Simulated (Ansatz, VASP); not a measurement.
# Cross-check of Al5Ga3As8 (alloy, x = 0.375, one random ordering in a cell of 16 atoms (invented)) between VASP and Ansatz, part 2 of 2

One calculation is typed for both programs; each brings its own data sets. How far apart do they land? The cell is generated by rule, not measured, and may not be a known phase. The cell is taken from a series of runs on this material, whose earlier steps may have relaxed, scaled, displaced or heated it; both programs get it as it stands.

VASP 6.6.1 and Ansatz 0.2.0.

So far: Set-up; Ansatz: relaxation of cell and atoms, r2SCAN.

### 3. VASP: relaxation of cell and atoms, r2SCAN

Level of this step: r2SCAN; plane waves and PAW (Al, Ga_d, As); invented cell (VASP).

The same cell, functional and mesh now go to VASP, with its own data sets.

Lines of VASP's logs that name or quote its potential files are left out, and so is its time.

File INCAR:

```
SYSTEM = Al5Ga3As8
PREC = Accurate
ENCUT = 550
EDIFF = 1E-07
NELM = 120
ISMEAR = 0
SIGMA = 0.01
LREAL = .FALSE.
ALGO = Normal
METAGGA = R2SCAN
LASPH = .TRUE.
NBANDS = 63
LORBIT = 11
LWAVE = .FALSE.
LCHARG = .FALSE.
ISIF = 3
IBRION = 2
NSW = 80
EDIFFG = -0.005
GGA_COMPAT = .FALSE.
NELMIN = 4
EFERMI = MIDGAP
LMIXTAU = .TRUE.
KPAR = 4
```

File POSCAR:

```
Al5Ga3As8
1.0
   -4.0124530000      4.0124530000      5.6713640000
    4.0124530000     -4.0124530000      5.6713640000
    4.0124530000      4.0124530000     -5.6713640000
Al Ga As
5 3 8
Direct
    0.2496498584      0.7503500535      0.0000000000
    0.7503500535      0.7503500535      0.5007001952
    0.2496498584      0.2496498584      0.4992998048
    0.7499999560      0.2499999560      0.5000000000
    0.7503500535      0.2496498584      0.0000000000
    0.7500275948      0.7500275948      0.0000000000
    0.2499999560      0.7499999560      0.5000000000
    0.2499723171      0.2499723171      0.0000000000
    0.3745185900      0.6245844475      0.7499341425
    0.8751283202      0.6247828333      0.7496545131
    0.3754154645      0.6254813220      0.2500658575
    0.8746503050      0.6245844475      0.2500658575
    0.3752170787      0.1248715918      0.2503454869
    0.8751283202      0.1254738071      0.2503454869
    0.3754154645      0.1253496070      0.7499341425
    0.8745261049      0.1248715918      0.7496545131
```

File KPOINTS:

```
Automatic mesh
0
Gamma
4 4 4
0 0 0
```

Potentials, in the order of the species: Al, Ga_d and As (PBE family, release 64).

Command:

```console
$ mpirun -np 4 vasp_std
```

Numbers of over 12 decimals in the logs are rounded to 6 here.

Log:

```text
[banner, memory and clock lines left out]
running    4 mpi-ranks, on    1 nodes
 distrk:  each k-point on    1 cores,    4 groups
 distr:  one band on    1 cores,    1 groups

 POSCAR found type information on POSCAR AlGaAs
 POSCAR found :  3 types and      16 ions
|                                                                             |
|               ----> ADVICE to this user running VASP <----                  |
|                                                                             |
|     You enforced a specific xc type in the INCAR file but a different       |
|     [... a line on the potential file left out ...]
|     I HOPE YOU KNOW WHAT YOU ARE DOING!                                     |
|                                                                             |

 LDA part: xc-table for (None), standard interpolation
 POSCAR, INCAR and KPOINTS ok, starting setup
 FFT: planning ... GRIDC
 FFT: planning ... GRID_SOFT
 FFT: planning ... GRID
 WAVECAR not read
 entering main loop
       N       E                     dE             d eps       ncg     rms          rms(c)
DAV:   1     0.627014077039E+03    0.62701E+03   -0.39568E+04  1715   0.169E+03
DAV:   2    -0.730697004920E+02   -0.70008E+03   -0.65975E+03  1878   0.442E+02
DAV:   3    -0.198483173053E+03   -0.12541E+03   -0.11999E+03  1929   0.149E+02
DAV:   4    -0.206717960326E+03   -0.82348E+01   -0.81282E+01  2085   0.382E+01
DAV:   5    -0.207013352863E+03   -0.29539E+00   -0.29466E+00  2189   0.726E+00    0.115E+01
DAV:   6    -0.199317576405E+03    0.76958E+01   -0.47501E+00  2253   0.154E+01    0.633E+00
DAV:   7    -0.191853936921E+03    0.74636E+01   -0.20215E+00  1836   0.641E+00    0.276E+00
DAV:   8    -0.194988456935E+03   -0.31345E+01   -0.25383E+00  1853   0.609E+00    0.980E-01
DAV:   9    -0.194097685377E+03    0.89077E+00   -0.36535E-01  1785   0.348E+00    0.779E-01
DAV:  10    -0.194413261386E+03   -0.31558E+00   -0.14986E-01  1820   0.202E+00    0.400E-01
DAV:  11    -0.194569329598E+03   -0.15607E+00   -0.17476E-01  1764   0.212E+00    0.185E-01
DAV:  12    -0.194577976552E+03   -0.86470E-02   -0.19744E-02  1940   0.840E-01    0.198E-01
DAV:  13    -0.194578837597E+03   -0.86105E-03   -0.76030E-04  2050   0.164E-01    0.178E-01
DAV:  14    -0.194580764813E+03   -0.19272E-02   -0.22108E-03  1868   0.291E-01    0.555E-02
DAV:  15    -0.194580938825E+03   -0.17401E-03   -0.61565E-04  2168   0.220E-01    0.979E-02
DAV:  16    -0.194581162655E+03   -0.22383E-03   -0.25568E-04  1836   0.973E-02    0.355E-02
DAV:  17    -0.194581192694E+03   -0.30038E-04   -0.41536E-05  2144   0.326E-02    0.154E-02
DAV:  18    -0.194581106989E+03    0.85705E-04   -0.94115E-05  1778   0.553E-02    0.985E-03
DAV:  19    -0.194581205879E+03   -0.98890E-04   -0.60195E-05  1778   0.462E-02    0.465E-03
DAV:  20    -0.194581209726E+03   -0.38475E-05   -0.34218E-06  2132   0.138E-02    0.171E-03
DAV:  21    -0.194581211146E+03   -0.14197E-05   -0.83211E-07  2104   0.717E-03    0.104E-03
DAV:  22    -0.194581211024E+03    0.12233E-06   -0.57549E-07  1988   0.379E-03    0.249E-03
DAV:  23    -0.194581211016E+03    0.74215E-08   -0.16668E-07  1297   0.248E-03
   1 F= -.19458121E+03 E0= -.19458121E+03  d E =-.194581E+03
[...]
2 F= -.19458125E+03 E0= -.19458125E+03  d E =-.406113E-04
[...]
3 F= -.19458127E+03 E0= -.19458127E+03  d E =-.571741E-04
[...]
4 F= -.19458126E+03 E0= -.19458126E+03  d E =-.528243E-04
 curvature:  -0.12 expect dE=-0.414E-05 dE for cont linesearch -0.111E-08
 trial: gam= 0.13885 g(F)=  0.216E-04 g(S)=  0.128E-04 ort = 0.148E-05 (trialstep = 0.969E+00)
 search vector abs. value=  0.394E-04
 bond charge predicted
       N       E                     dE             d eps       ncg     rms          rms(c)
DAV:   1    -0.194581288381E+03   -0.24563E-04   -0.99390E-04  2009   0.161E-01    0.222E-02
DAV:   2    -0.194581290275E+03   -0.18938E-05   -0.93684E-05  2077   0.664E-02    0.118E-02
DAV:   3    -0.194581289949E+03    0.32576E-06   -0.10107E-05  2468   0.198E-02    0.436E-03
DAV:   4    -0.194581290331E+03   -0.38243E-06   -0.22881E-06  1951   0.894E-03    0.141E-03
DAV:   5    -0.194581290049E+03    0.28234E-06   -0.26245E-07  1693   0.318E-03    0.908E-04
DAV:   6    -0.194581289439E+03    0.61027E-06   -0.16108E-07  1370   0.239E-03    0.446E-04
DAV:   7    -0.194581289163E+03    0.27555E-06   -0.85198E-08  1244   0.178E-03    0.142E-04
DAV:   8    -0.194581289126E+03    0.37362E-07   -0.34843E-08   980   0.130E-03
   5 F= -.19458129E+03 E0= -.19458129E+03  d E =-.252852E-04
 trial-energy change:   -0.000025  1 .order   -0.000021   -0.000034   -0.000008
 step:   1.0959(harm=  1.2522)  dis= 0.00052  next Energy=  -194.581290 (dE=-0.258E-04)
 reached required accuracy - stopping structural energy minimisation
```

Parts of OUTCAR (step 3):

```text
ion  position               nearest neighbor table
   1  0.250  0.750  0.000-  10 2.45  13 2.45  11 2.46   9 2.46
   2  0.750  0.750  0.501-  10 2.45  16 2.45  11 2.46  12 2.46
   3  0.250  0.250  0.499-  13 2.45  14 2.45   9 2.46  15 2.46
   4  0.750  0.250  0.500-  14 2.46  10 2.46  16 2.46  13 2.46
   5  0.750  0.250  0.000-  14 2.45  16 2.45  15 2.46  12 2.46
   6  0.750  0.750  0.000-  10 2.46  14 2.46  12 2.46   9 2.46
   7  0.250  0.750  0.500-  15 2.46  11 2.46  12 2.46   9 2.46
   8  0.250  0.250  0.000-  13 2.46  16 2.46  15 2.46  11 2.46
   9  0.375  0.625  0.750-   1 2.46   3 2.46   7 2.46   6 2.46
  10  0.875  0.625  0.750-   2 2.45   1 2.45   4 2.46   6 2.46
  11  0.375  0.625  0.250-   1 2.46   2 2.46   7 2.46   8 2.46
  12  0.875  0.625  0.250-   5 2.46   2 2.46   7 2.46   6 2.46
  13  0.375  0.125  0.250-   3 2.45   1 2.45   4 2.46   8 2.46
  14  0.875  0.125  0.250-   5 2.45   3 2.45   4 2.46   6 2.46
  15  0.375  0.125  0.750-   5 2.46   3 2.46   7 2.46   8 2.46
  16  0.875  0.125  0.750-   5 2.45   2 2.45   4 2.46   8 2.46

  LATTYP: Found a body centered tetragonal cell.
 ALAT       =     8.0249060000
 C/A-ratio  =     1.4134406060

 Subroutine GETGRP returns: Found  8 space group operations
 (whereof  8 operations were pure point group operations)

The static configuration has the point symmetry D_2d.

 Found     13 irreducible k-points:

   k-points           NKPTS =     13   k-points in BZ     NKDIM =     13   number of bands    NBANDS=     63

   dimension x,y,z NGX =    64 NGY =   64 NGZ =   64
   dimension x,y,z NGXF=   128 NGYF=  128 NGZF=  128

   ENCUT  =  550.0 eV  40.42 Ry    6.36 a.u.  15.34 15.34 15.34*2*pi/ulx,y,z

   NELECT =      94.0000    total number of electrons

 k-points in reciprocal lattice and weights: Automatic mesh
   0.00000000  0.00000000  0.00000000       0.016
   0.25000000  0.00000000  0.00000000       0.125
   0.50000000  0.00000000  0.00000000       0.062
   0.25000000  0.25000000  0.00000000       0.125
   0.50000000  0.25000000 -0.00000000       0.250
  -0.25000000  0.25000000  0.00000000       0.062
   0.50000000  0.50000000  0.00000000       0.031
   0.25000000  0.25000000  0.25000000       0.031
  -0.25000000  0.25000000  0.25000000       0.062
   0.50000000  0.50000000  0.25000000       0.062
  -0.25000000  0.50000000  0.25000000       0.125
  -0.25000000 -0.25000000  0.25000000       0.031
   0.50000000  0.50000000  0.50000000       0.016

 average (electrostatic) potential at core
       1 -79.4318       2 -79.4318       3 -79.4318       4 -79.4521       5 -79.4318
       6 -71.0851       7 -71.0694       8 -71.0851       9 -54.5023      10 -54.4118
      11 -54.5023      12 -54.5023      13 -54.4118      14 -54.4118      15 -54.5023
      16 -54.4118

 E-fermi :   4.3207

 k-point     1 :       0.0000    0.0000    0.0000
  band No.  band energies     occupation
    ...
     43       2.6717      2.00000
     44       2.6768      2.00000
     45       3.5662      2.00000
     46       3.5871      2.00000
     47       3.5871      2.00000
     48       5.0543      0.00000
     49       5.1374      0.00000
     50       5.3183      0.00000
     51       5.3845      0.00000
     52       5.3845      0.00000
    ...

 k-point     2 :       0.2500    0.0000    0.0000
  band No.  band energies     occupation
    ...
     43       2.3681      2.00000
     44       2.7323      2.00000
     45       2.7342      2.00000
     46       3.3927      2.00000
     47       3.3998      2.00000
     48       5.5444      0.00000
     49       5.6093      0.00000
     50       5.7586      0.00000
     51       5.8529      0.00000
     52       6.1887      0.00000
    ...

 k-point     3 :       0.5000    0.0000    0.0000
  band No.  band energies     occupation
    ...
     43       1.8174      2.00000
     44       2.9868      2.00000
     45       2.9874      2.00000
     46       3.0637      2.00000
     47       3.0687      2.00000
     48       5.9114      0.00000
     49       5.9552      0.00000
     50       6.1101      0.00000
     51       6.4601      0.00000
     52       6.5137      0.00000
    ...

  Total       -0.0066792     -0.0066792     -0.0113846      0.0000000      0.0000000      0.0000000
  in kB       -0.0292766     -0.0292766     -0.0499018      0.0000000      0.0000000      0.0000000
  external PRESSURE =      -0.0361517 kB  Pullay stress =       0.0000000 kB

  energy-cutoff  :      550.00
  volume of cell :      365.52
      direct lattice vectors                 reciprocal lattice vectors
    -4.013533623  4.013533623  5.672794031     0.000000000  0.124578500  0.088139988
     4.013533623 -4.013533623  5.672794031     0.124578500  0.000000000  0.088139988
     4.013533623  4.013533623 -5.672794031     0.124578500  0.124578500  0.000000000

 POSITION                                       TOTAL-FORCE (eV/Angst)
 -----------------------------------------------------------------------------------
      2.00961     -2.00961      5.67279         0.000473     -0.000473     -0.000000
      2.00961      2.00961      5.67279         0.000473      0.000473      0.000000
      2.00393      2.00393     -0.00000        -0.000473     -0.000473      0.000000
      0.00000      4.01353      2.83640         0.000000     -0.000000     -0.000000
     -2.00961      2.00961      5.67279        -0.000473      0.000473     -0.000000
      0.00000      0.00000      8.50951         0.000000     -0.000000      0.000754
      4.01353      0.00000      2.83640         0.000000     -0.000000     -0.000000
      0.00000      0.00000      2.83608         0.000000     -0.000000     -0.000754
      4.01353      2.00634      1.41238         0.000000      0.000185     -0.001547
      2.00308      4.01353      4.25655        -0.001533     -0.000000      0.000905
      2.00719     -0.00000      4.26041        -0.000185     -0.000000      0.001547
     -0.00000      2.00719      7.08517         0.000000     -0.000185     -0.001547
      0.00000      2.01046      1.41624         0.000000      0.001533     -0.000905
     -2.00308      4.01353      4.25655         0.001533     -0.000000      0.000905
      2.00634      4.01353     -1.41238         0.000185     -0.000000      0.001547
      0.00000      6.01661      1.41624         0.000000     -0.001533     -0.000905
 -----------------------------------------------------------------------------------
    total drift:                               -0.000000      0.000000      0.001227

  FREE ENERGIE OF THE ION-ELECTRON SYSTEM (eV)
  ---------------------------------------------------
  free  energy   TOTEN  =      -194.5812891258 eV

  energy  without entropy=     -194.5812891258  energy(sigma->0) =     -194.58128913

 reached required accuracy - stopping structural energy minimisation

 total charge
# of ion       s       p       d       tot
------------------------------------------
    1        0.400   0.379   0.000   0.779
    2        0.400   0.379   0.000   0.779
    3        0.400   0.379   0.000   0.779
    4        0.400   0.378   0.000   0.777
    5        0.400   0.379   0.000   0.779
    6        0.842   0.772   9.998  11.612
    7        0.843   0.775   9.998  11.615
    8        0.842   0.772   9.998  11.612
    9        1.196   1.681   0.028   2.905
   10        1.192   1.708   0.027   2.926
   11        1.196   1.681   0.028   2.905
   12        1.196   1.681   0.028   2.905
   13        1.192   1.708   0.027   2.926
   14        1.192   1.708   0.027   2.926
   15        1.196   1.681   0.028   2.905
   16        1.192   1.708   0.027   2.926
--------------------------------------------------
tot         14.078  17.769  30.212  62.059

[... 3 further parts left out ...]
```

The run keeps the 8 symmetry operations of its start, so it cannot find a distortion of lower symmetry.

### 4. Differences

Known differences besides the potentials themselves: VASP keeps PBE cores, Ansatz makes them for the functional; fixed occupations in Ansatz, narrow Gaussian smearing in VASP; the data sets hold 174 valence electrons in Ansatz (on its PAW soft_1 files) and 94 in VASP; the cutoff is 500 eV in Ansatz and 550 eV in VASP; Ansatz adds a Pulay correction to the stress that steers its cell, VASP none. Total energies have different zeros and are not compared.

The two programs side by side:

| quantity | Ansatz | VASP | difference |
| --- | --- | --- | --- |
| volume (Å³) | 365.21 | 365.52 | -0.08 % |
| edge a after relaxation, in the typed setting (Å) | 8.023 | 8.025 | -0.03 % |

### 5. Summary of results

| Item | Value |
| --- | --- |
| difference in volume (relaxation of cell and atoms, r2SCAN) | -0.084 % |

What this shows: The difference in volume is -0.084 % (relaxation of cell and atoms, r2SCAN), within the 1.2 % picked in this series as the mark of a large difference, as far as the stopping tolerances let one tell. The data sets hold unlike numbers of valence electrons (174 in Ansatz and 94 in VASP), so part of the differences comes from the potentials. How closely two codes agree says nothing of how well the functional describes the real material.

[Lines on the potential files, build, host, timing and source positions are cut from VASP's logs without a mark.]

[Logs are printed without paths, hosts, clocks, repeated set-up lines and the standing remarks that a program may print on its own settings, such as how far it seeks lower states.]

[Hosts, paths, dates, database ids (printed as entryN), source tags and the programs' standing remarks are cut or masked in the printed files.]
